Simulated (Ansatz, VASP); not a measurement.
# HfMoC2 in VASP and in Ansatz

File INCAR:

```
PREC = Accurate
ENCUT = 520
EDIFF = 1E-7
ISMEAR = -1
SIGMA = 0.05
LREAL = F
LASPH = T
NELM = 100
ALGO = Normal
ISIF = 2
LWAVE = F
LCHARG = F
NBANDS = 24
```

Contents of KPOINTS:

```
Automatic mesh
0
Gamma
  8 8 6
```

Contents of POSCAR:

```
HfMoC2
1.0
    3.1914230000      0.0000000000      0.0000000000
    0.0000000000      3.1914230000      0.0000000000
    0.0000000000      0.0000000000      4.4851640000
Hf Mo C
1 1 2
Direct
    0.0000000000      0.0000000000      0.0000000000
    0.5000000000      0.5000000000      0.5000000000
    0.5000000000      0.5000000000      0.0000000000
    0.0000000000      0.0000000000      0.5000000000
```

Contents of input.yaml:

```yaml
crystal:
  lattice:
    - [3.191423, 0.0, 0.0]
    - [0.0, 3.191423, 0.0]
    - [0.0, 0.0, 4.485164]
  atoms:
    - { symbol: Hf, position: [0.0, 0.0, 0.0] }
    - { symbol: Mo, position: [0.5, 0.5, 0.5] }
    - { symbol: C, position: [0.5, 0.5, 0.0] }
    - { symbol: C, position: [0.0, 0.0, 0.5] }
kpoints:
  mp_grid: { grid: [8, 8, 6] }
  band_path:
    path:
      - [0.0, 0.0, 0.0]
      - [0.0, 0.5, 0.0]
      - [0.5, 0.5, 0.0]
      - [0.0, 0.0, 0.0]
      - [0.0, 0.0, 0.5]
      - [0.0, 0.5, 0.5]
      - [0.5, 0.5, 0.5]
      - [0.0, 0.0, 0.5]
    npoints: 12
scf:
  occupations: { method: fermi_dirac, width: 0.05 }
hamiltonian:
  xc: lda
  pseudopotentials: { kind: all_electron, lapw: { basis_error: 0.002 } }
output:
  forces: true
  stress: true
  eigenvalues: true
```

Alike in both runs: functional LDA; k mesh 8 × 8 × 6; occupations fermi-dirac, width 0.05 eV; no spin polarisation.

```csv
,VASP,Ansatz
version,VASP 6.6.1,Ansatz 0.2.0
potentials or method,"VASP PAW LDA potentials, release 64 (Hf_pv, Mo_sv, C)","all-electron LAPW, scalar-relativistic"
plane-wave cutoff (eV),520,see its input
task,single point,band structure
```

Ansatz gave:

- gap on the k mesh at the Fermi level (eV): none
- pressure (GPa): -14.3
- largest component of the traceless stress (GPa): 2.95

Which values does VASP return?

gap on the k mesh at the Fermi level (eV): none; pressure (GPa): -13.6; largest component of the traceless stress (GPa): 2.95.

A gap of «none» marks a metal or a gap that the smearing closes. Ansatz ran all-electron here, so the differences hold the error of VASP's frozen core and of both bases.

Caveats: spin-orbit coupling is left out, which moves the levels of the heavy elements (Ansatz). Spin-orbit coupling is left out, which matters for the levels of Hf.
